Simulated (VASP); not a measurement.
Set up this calculation in VASP 6.6.1, as the native input.

```yaml
Task: single point
Functional: PBE
Potentials_or_basis: VASP PAW PBE potentials, release 64 (Cs_sv, Cl, Bi_d)
Cutoff: 520 eV
k_mesh: 2 × 3 × 3
Occupations: methfessel-paxton, width 0.15 eV
Spin: no spin polarisation
Dipole_correction: no
Further_INCAR_settings: ALGO = Normal; EDIFF = 1e-06; NBANDS = 43
```

The structure of CsBiCl6 lies in POSCAR:

```
CsBiCl6
1.0
    6.9257720000      0.1894690000     -0.3811090000
   -0.2016660000      6.5044920000     -0.8976680000
   -0.2661310000     -0.6522910000      6.1996890000
Cs Cl Bi
1 6 1
Direct
    0.6071604798      0.6149334740      0.4547417499
    0.9686598255      0.9437723815      0.9025678939
    0.8636528418      0.1050188057      0.4123380854
    0.2538761464      0.2097804757      0.5316769445
    0.1170507420      0.8010797979      0.4993563050
    0.6038364441      0.9449505881      0.0379705188
    0.2930309854      0.1993199456      0.0602588102
    0.9291718754      0.4198352377      0.9348330896
```

The cell was built by a generator and needn't be a form met in nature.

The input as run:

INCAR

```
SYSTEM = CsBiCl6
PREC = Accurate
ENCUT = 520
EDIFF = 1E-6
ISMEAR = 1
SIGMA = 0.15
LREAL = .False.
LASPH = .True.
NELM = 80
ALGO = Normal
ISIF = 2
LWAVE = .False.
LCHARG = .False.
GGA = PE
NBANDS = 43
```

KPOINTS

```
regular mesh
0
Gamma
  2 3 3
  0 0 0
```

Potentials or basis: VASP PAW PBE potentials, release 64 (Cs_sv, Cl, Bi_d).

Command:

```sh
$ cat potpaw_PBE.64/Cs_sv/POTCAR potpaw_PBE.64/Cl/POTCAR potpaw_PBE.64/Bi_d/POTCAR > POTCAR
$ mpirun -np 1 vasp_std > vasp.out
```

It gave:

- Pressure: -0.6 GPa
- Largest force: 2.523 eV/Å
- Band gap on the k mesh: none (metal or under the smearing width)

Caveat: the k mesh is coarse (spacing up to 0.46 Å⁻¹), so the values aren't converged; spin-orbit coupling is left out, which moves the levels of the heavy elements.

It took 120 s on 1 thread of Intel(R) Xeon(R) Platinum 8488C (Sapphire Rapids) (shared host), peak memory 0.38 GiB.
